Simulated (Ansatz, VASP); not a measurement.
# Mo4C (C/Mo(110)): VASP beside Ansatz, part 2 of 2

Wanted: the spread between two codes on one cell, functional and k mesh. Of the first pair: The structure shown is the start of the Ansatz relaxation below; VASP solves that cell, so the two are compared at the walk's first step.

VASP 6.6.1 and Ansatz 0.2.0.

So far: Starting point; Ansatz: relaxation, PBE; VASP: single point, PBE, start cell, pair 1.

### Step 4. Comparison

Known differences besides the potentials themselves: the cutoff is 420 eV in Ansatz and 520 eV in VASP. Total energies have different zeros and are not compared.

Forces (eV/Å; atoms numbered as in POSCAR):

```csv
atom,"Ansatz x, y, z","VASP x, y, z"
Mo1,"0.012, 0.000, 0.506","0.012, 0.000, 0.485"
Mo2,"-0.032, 0.000, -0.467","-0.032, 0.000, -0.468"
Mo3,"-0.043, 0.000, -0.687","-0.044, 0.000, -0.693"
Mo4,"0.203, 0.000, 2.907","0.200, 0.000, 2.921"
C5,"-0.139, 0.000, -2.260","-0.136, 0.000, -2.244"
```

The forces differ by 7.9 meV/Å r.m.s., which is 0.8 % of the r.m.s. force of 0.985 eV/Å (both taken over all components). Where the cell holds vacuum, a pressure given here is an average over it and none of the material.

### Step 5. Ansatz: relaxation, PBE

This run makes the geometry at which the two programs are then compared.

The structure compared here is the end of the Ansatz relaxation.

This is the run of step 2 again, met here at its other cell.

### Step 6. VASP: single point, PBE, relaxed atoms in a fixed cell, pair 2

The same cell, functional, mesh and smearing now go to VASP, with its own data sets.

Contents of INCAR:

```
SYSTEM = Mo4C
PREC = Accurate
ENCUT = 520
EDIFF = 1E-06
NELM = 120
ISMEAR = -1
SIGMA = 0.1
LREAL = .FALSE.
ALGO = Normal
GGA = PE
NBANDS = 37
LASPH = .TRUE.
LORBIT = 11
LWAVE = .FALSE.
LCHARG = .FALSE.
ISIF = 2
LDIPOL = .TRUE.
IDIPOL = 3
DIPOL = 0.5 0.5 0.504
LVHAR = .TRUE.
GGA_COMPAT = .FALSE.
NELMDL = -8
KPAR = 4
```

Contents of POSCAR:

```
Mo4C
1.0
    2.2273863607     -1.5750000000      0.0000000000
    2.2273863607      1.5750000000      0.0000000000
    0.0000000000      0.0000000000     26.4447173520
Mo C
4 1
Direct
    0.0000000000      0.0000000000      0.3403326222
    0.5000000000      0.5000000000      0.4245606490
    0.0041852524      0.0041852524      0.5086737696
    0.5090309427      0.5090309427      0.5982609279
    0.8859863658      0.8859863658      0.6373079312
```

Contents of KPOINTS:

```
Automatic mesh
0
Gamma
12 12 1
0 0 0
```

The projector-augmented-wave data sets are Mo_sv and C (PBE family, release 64).

Command:

```bash
$ mpirun -np 4 vasp_std
```

Numbers of over 12 decimals in the logs are rounded to 6 here.

Output:

```text
[... set-up lines as in an earlier step ...]
 entering main loop
       N       E                     dE             d eps       ncg     rms          rms(c)
DAV:   1     0.636031671536E+03    0.63603E+03   -0.38161E+04  4070   0.148E+03
DAV:   2    -0.303739127443E+02   -0.66641E+03   -0.65365E+03  3792   0.444E+02
DAV:   3    -0.541133955572E+02   -0.23739E+02   -0.22920E+02  4197   0.756E+01
DAV:   4    -0.547632403662E+02   -0.64984E+00   -0.63824E+00  4063   0.104E+01
[...]
DAV:  37    -0.490831971114E+02   -0.32666E-05   -0.25720E-07  2011   0.237E-03    0.150E-03
DAV:  38    -0.490831985322E+02   -0.14208E-05   -0.17489E-07  1945   0.161E-03    0.123E-03
DAV:  39    -0.490831993027E+02   -0.77049E-06   -0.10361E-07  1869   0.138E-03
   1 F= -.49083199E+02 E0= -.49030212E+02  d E =-.105975E+00
```

Parts of OUTCAR (step 6):

```text
  Total        5.8959102      3.8528717     -1.2259449      0.0000000      0.0000000      0.0126811
  in kB       50.9115597     33.2697920    -10.5861119      0.0000000      0.0000000      0.1095019
  external PRESSURE =      24.5317466 kB  Pullay stress =       0.0000000 kB

 POSITION                                       TOTAL-FORCE (eV/Angst)
 -----------------------------------------------------------------------------------
      0.00000      0.00000      9.00000        -0.016790      0.000000      0.600698
      2.22739      0.00000     11.22739         0.034351      0.000000     -0.625888
      0.01864      0.00000     13.45173        -0.018391      0.000000      0.007298
      2.26762      0.00000     15.82084        -0.012173      0.000000     -0.020453
      3.94687      0.00000     16.85343         0.013003      0.000000      0.038345
 -----------------------------------------------------------------------------------
    total drift:                                0.000585      0.000000     -0.000064

  FREE ENERGIE OF THE ION-ELECTRON SYSTEM (eV)
  ---------------------------------------------------
  free  energy   TOTEN  =       -49.0831993027 eV

  energy  without entropy=      -48.9772241670  energy(sigma->0) =      -49.03021173

[... 2 parts as in an earlier step ...]

[... 1 further part left out ...]
[key lines of the parts left out:]
E-fermi :   1.1847
```

### Step 7. Differences

The two programs side by side:

```csv
quantity,Ansatz,VASP,difference
"work function, lower of the two faces (eV)",4.63,4.62,0.00
"work function, higher of the two faces (eV)",5.85,5.85,0.00
```

Forces (eV/Å; atoms numbered as in POSCAR):

```csv
atom,"Ansatz x, y, z","VASP x, y, z"
Mo1,"-0.017, 0.000, 0.622","-0.017, 0.000, 0.601"
Mo2,"0.034, 0.000, -0.624","0.034, 0.000, -0.626"
Mo3,"-0.018, 0.000, 0.004","-0.018, 0.000, 0.007"
Mo4,"-0.006, 0.000, -0.007","-0.012, 0.000, -0.020"
C5,"0.007, 0.000, 0.006","0.013, 0.000, 0.038"
```

The forces differ by 11 meV/Å r.m.s., which is 4.9 % of the r.m.s. force of 0.225 eV/Å (both taken over all components). Where the cell holds vacuum, a pressure given here is an average over it and none of the material.

### Step 8. Ansatz: relaxation, PBE

This run makes the geometry at which the two programs are then compared. This pair takes another composition, Mo16C, with 17 atoms.

The structure compared here is the end of the Ansatz relaxation.

Contents of input.yaml:

```yaml
crystal:
  lattice:
    - [4.4547727214, -3.15, 0.0]
    - [4.4547727214, 3.15, 0.0]
    - [0.0, 0.0, 26.444717352]
  atoms:
    - { symbol: Mo, position: [0.0, 0.0, 0.3403326222] }
    - { symbol: Mo, position: [0.25, 0.25, 0.424560649] }
    - { symbol: Mo, position: [0.0, 0.0, 0.5096294256] }
    - { symbol: Mo, position: [0.25, 0.25, 0.5907855867] }
    - { symbol: Mo, position: [0.0, 0.5, 0.3403326222] }
    - { symbol: Mo, position: [0.25, 0.75, 0.424560649] }
    - { symbol: Mo, position: [0.0, 0.5, 0.5096294256] }
    - { symbol: Mo, position: [0.25, 0.75, 0.5907855867] }
    - { symbol: Mo, position: [0.5, 0.0, 0.3403326222] }
    - { symbol: Mo, position: [0.75, 0.25, 0.424560649] }
    - { symbol: Mo, position: [0.5, 0.0, 0.5096294256] }
    - { symbol: Mo, position: [0.75, 0.25, 0.5907855867] }
    - { symbol: Mo, position: [0.5, 0.5, 0.3403326222] }
    - { symbol: Mo, position: [0.75, 0.75, 0.424560649] }
    - { symbol: Mo, position: [0.5, 0.5, 0.5096294256] }
    - { symbol: Mo, position: [0.75, 0.75, 0.5907855867] }
    - { symbol: C, position: [0.42, 0.42, 0.6596673778] }
kpoints:
  mp_grid: { grid: [6, 6, 1] }
hamiltonian:
  xc: pbe
scf:
  occupations: { method: fermi_dirac, width: 0.1 }
  convergence: { dr2_threshold: 1.0e-08 }
efield:
  axis: 3
  dipole_correction: true
  ramp_position: 0.97
  ramp_width: 0.06
relax:
  f_tol: 0.02
  max_steps: 60
  constraints: [{ sites: [0, 1, 4, 5, 8, 9, 12, 13] }]
output:
  dos: { projected: true, e_range: [-8, 4] }
  write_potential: true
  write_density: true
  volumetric_format: npy
  elf: true
```

Command:

```bash
$ ansatz run input.yaml --threads 4 --pin off --max-ram 16384MiB --backend cpu --events-out ev --progress --plain --runs-dir out
```

Output:

```text
[...]
Crystal: 17 atoms, lattice volume = 742.173 Å³
Basis set: ecut = 420 eV, 14493 PW (Γ), exchange–correlation on 80×80×360 points (8 copies of the dense FFT grid, shifted against one another)
Bands: 137, of which v1, the nominal top of the filled ones, is band 114 counted from 1 (113 counted from 0)
Symmetry: 2 space group operations
[...]
k-points: 13 of 36 (time reversal used)
[...]
- { symbol: Mo, position: [0.250000, 0.75, 0.424560649] }
    - { symbol: Mo, position: [7.872362523381193e-5, 0.500017, 0.510813] }
    - { symbol: Mo, position: [0.237600, 0.762456, 0.591766] }
[...]
- { symbol: Mo, position: [0.5, 0.5, 0.3403326222] }
    - { symbol: Mo, position: [0.75, 0.75, 0.424560649] }
    - { symbol: Mo, position: [0.500083, 0.500083, 0.508530] }
    - { symbol: Mo, position: [0.741594, 0.741594, 0.593639] }
    - { symbol: C, position: [0.500150, 0.500150, 0.632569] }
[key lines of the parts left out:]
Fermi energy:    4.046319 eV
Dipole field:    D = -0.021091 V/Å  (p = -0.086506 e·Å, saw-weighted, corrected)
Work function:   Φ+ = 5.1840 eV   Φ− = 4.6263 eV
```

### Step 9. VASP: single point, PBE, relaxed atoms in a fixed cell, pair 3

The same cell, functional, mesh and smearing now go to VASP, with its own data sets.

INCAR: that of step 6 with these lines changed.

```diff
@@ -1,2 +1,2 @@
-SYSTEM = Mo4C
+SYSTEM = Mo16C
 PREC = Accurate
@@ -10,3 +10,3 @@
 GGA = PE
-NBANDS = 37
+NBANDS = 141
 LASPH = .TRUE.
@@ -18,3 +18,3 @@
 IDIPOL = 3
-DIPOL = 0.5 0.5 0.504
+DIPOL = 0.5 0.5 0.477
 LVHAR = .TRUE.
```

Contents of POSCAR:

```
Mo16C
1.0
    4.4547727214     -3.1500000000      0.0000000000
    4.4547727214      3.1500000000      0.0000000000
    0.0000000000      0.0000000000     26.4447173520
Mo C
16 1
Direct
    0.0000000000      0.0000000000      0.3403326222
    0.2500000000      0.2500000000      0.4245606490
    0.9999891964      0.9999891964      0.5071246153
    0.2584926869      0.2584926869      0.5936169925
    0.0000000000      0.5000000000      0.3403326222
    0.2500000000      0.7500000000      0.4245606490
    0.0000787236      0.5000169074      0.5108127896
    0.2376004419      0.7624562316      0.5917660927
    0.5000000000      0.0000000000      0.3403326222
    0.7500000000      0.2500000000      0.4245606490
    0.5000169074      0.0000787236      0.5108127896
    0.7624562316      0.2376004419      0.5917660927
    0.5000000000      0.5000000000      0.3403326222
    0.7500000000      0.7500000000      0.4245606490
    0.5000828174      0.5000828174      0.5085300608
    0.7415942572      0.7415942572      0.5936386007
    0.5001504510      0.5001504510      0.6325693435
```

Contents of KPOINTS:

```
Automatic mesh
0
Gamma
6 6 1
0 0 0
```

Command:

```bash
$ mpirun -np 4 vasp_std
```

Output:

```text
[banner, memory and clock lines left out]
running    4 mpi-ranks, on    1 nodes
[...]
|                                                                             |
|               ----> ADVICE to this user running VASP <----                  |
|                                                                             |
|     You have a (more or less) 'large supercell' and for larger cells it     |
|     might be more efficient to use real-space projection operators.         |
|     Therefore, try LREAL= Auto in the INCAR file.                           |
|     Mind: For very accurate calculation, you might also keep the            |
|     reciprocal projection scheme (i.e. LREAL=.FALSE.).                      |
|                                                                             |

 LDA part: xc-table for (Slater+PW92), standard interpolation
 POSCAR, INCAR and KPOINTS ok, starting setup
[...]
entering main loop
       N       E                     dE             d eps       ncg     rms          rms(c)
DAV:   1     0.249081115650E+04    0.24908E+04   -0.14393E+05  4658   0.147E+03
DAV:   2    -0.895899103848E+02   -0.25804E+04   -0.25075E+04  4199   0.447E+02
DAV:   3    -0.185547127839E+03   -0.95957E+02   -0.91833E+02  4796   0.753E+01
DAV:   4    -0.189576833209E+03   -0.40297E+01   -0.39378E+01  4804   0.114E+01
[...]
DAV:  42    -0.174465910927E+03   -0.22387E-05   -0.14450E-07  2332   0.685E-04    0.445E-04
DAV:  43    -0.174465912094E+03   -0.11666E-05   -0.88310E-08  2196   0.486E-04    0.364E-04
DAV:  44    -0.174465912400E+03   -0.30607E-06   -0.30889E-08  2052   0.313E-04
   1 F= -.17446591E+03 E0= -.17426919E+03  d E =-.393448E+00
```

From OUTCAR (step 9):

```text
  Total      -10.9659449     -6.0181597     -4.2942241      0.0000000      0.0000000     -0.0093875
  in kB      -23.6729080    -12.9917979     -9.2702246      0.0000000      0.0000000     -0.0202654
  external PRESSURE =     -15.3116435 kB  Pullay stress =       0.0000000 kB

 POSITION                                       TOTAL-FORCE (eV/Angst)
 -----------------------------------------------------------------------------------
      0.00000      0.00000      9.00000         0.000151      0.000000      0.511998
      2.22739      0.00000     11.22739         0.137694      0.000000     -0.697621
      8.90945      0.00000     13.41077         0.003950      0.000000     -0.019220
      2.30305      0.00000     15.69803        -0.020048      0.000000      0.019723
      2.22739      1.57500      9.00000        -0.000119      0.000328      0.621055
      4.45477      1.57500     11.22739         0.001247      0.097529     -0.415565
      2.22781      1.57481     13.50830        -0.002207      0.002496      0.014456
      4.45503      1.65330     15.64909         0.001447      0.006470      0.017406
      2.22739     -1.57500      9.00000        -0.000119     -0.000328      0.621055
      4.45477     -1.57500     11.22739         0.001247     -0.097529     -0.415565
      2.22781     -1.57481     13.50830        -0.002207     -0.002496      0.014456
      4.45503     -1.65330     15.64909         0.001447     -0.006470      0.017406
      4.45477      0.00000      9.00000        -0.000043      0.000000      0.358667
      6.68216      0.00000     11.22739        -0.135951      0.000000     -0.698659
[...]
-----------------------------------------------------------------------------------
    total drift:                                0.000032      0.000000      0.000542

  FREE ENERGIE OF THE ION-ELECTRON SYSTEM (eV)
  ---------------------------------------------------
  free  energy   TOTEN  =      -174.4659123996 eV

  energy  without entropy=     -174.0724639786  energy(sigma->0) =     -174.26918819

[... 3 further parts left out ...]
[key lines of the parts left out:]
E-fermi :   1.1647
```

### Step 10. Differences

The two programs side by side:

```csv
quantity,Ansatz,VASP,difference
"work function, lower of the two faces (eV)",4.63,4.62,0.00
"work function, higher of the two faces (eV)",5.18,5.18,0.00
```

Forces on 9 of the 17 atoms, those with the largest forces and the largest differences (eV/Å; atoms numbered as in POSCAR):

```csv
atom,"Ansatz x, y, z","VASP x, y, z"
Mo1,"0.000, 0.000, 0.533","0.000, 0.000, 0.512"
Mo2,"0.137, 0.000, -0.697","0.138, 0.000, -0.698"
Mo5,"0.000, 0.000, 0.643","0.000, 0.000, 0.621"
Mo6,"0.001, 0.097, -0.411","0.001, 0.098, -0.416"
Mo9,"0.000, 0.000, 0.643","0.000, 0.000, 0.621"
Mo10,"0.001, -0.097, -0.411","0.001, -0.098, -0.416"
Mo13,"0.000, 0.000, 0.380","0.000, 0.000, 0.359"
Mo14,"-0.135, 0.000, -0.698","-0.136, 0.000, -0.699"
C17,"-0.001, 0.000, 0.000","-0.001, 0.000, 0.031"
```

The forces differ by 9.4 meV/Å r.m.s., which is 4.2 % of the r.m.s. force of 0.223 eV/Å (both taken over all components). Where the cell holds vacuum, a pressure given here is an average over it and none of the material.

### Step 11. Results

```json
{
 "r.m.s. force difference (single point, PBE, start cell, pair 1)": "0.80 % of the r.m.s. force",
 "r.m.s. force difference (single point, PBE, relaxed atoms in a fixed cell, pair 2)": "4.9 % of the r.m.s. force",
 "r.m.s. force difference (single point, PBE, relaxed atoms in a fixed cell, pair 3)": "4.2 % of the r.m.s. force"
}
```

What this shows: The r.m.s. force difference is 4.9 % of the r.m.s. force (single point, PBE, relaxed atoms in a fixed cell, pair 2), beyond the 3 % picked in this series as the mark of a large difference. 1 further pair of this series is not shown here. Such differences can come from data sets, numerical settings and the points named under the comparisons, not from the functional's error against experiment.

[Lines on the potential files, build, host, timing and source positions are cut from VASP's logs without a mark.]

[Logs are printed without paths, hosts, clocks, repeated set-up lines and the standing remarks that a program may print on its own settings, such as how far it seeks lower states.]

[Hosts, paths, dates, database ids (printed as entryN), source tags and the programs' standing remarks are cut or masked in the printed files.]
